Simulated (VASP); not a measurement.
```
CELL_PARAMETERS angstrom
      1.94820    -3.37438     0.00000
      1.94820     3.37438     0.00000
      0.00000     0.00000     6.38520
ATOMIC_POSITIONS crystal
  Zn 0.66667 0.33333 0.50000
  Zn 0.33333 0.66667 0.00000
  S  0.66667 0.33333 0.87500
  S  0.33333 0.66667 0.37500
```

The base run (VASP): PBE GGA, plane waves, VASP's PBE PAW potentials (set 64). Numerical set-up: 400 eV cut-off, 6×6×3 Γ-centred mesh, Gaussian smearing of 0.050 eV, potentials Zn S.

One setting is varied; ΔE counts from the base run. The base run took about 10 core-seconds. The timings are rough (shared machines, no repeats); factors under 2 mean little.

```tsv
setting	cost over the base run	electronic steps	ΔE (meV/atom)
base run	reference	13	0.0
AMIX = 1.0, BMIX = 3.0, IMIX = 4	within a factor of 2	15	0.0
AMIX = 0.05, BMIX = 0.0001, IMIX = 4	about 2 times	27	0.0
AMIX = 0.2, BMIX = 1.0, IMIX = 1	about 2 times	35	0.0
AMIX = 0.1, BMIX = 1.0, IMIX = 1	about 4 times	62	0.0
AMIX = 0.05, BMIX = 0.0001, IMIX = 1	about 4 times	66	0.0
```

Left out are runs that failed, have no time on record or changed the cell.

The compound is ZnS in the wurtzite structure, the high-temperature form. The cell was not relaxed at this level.
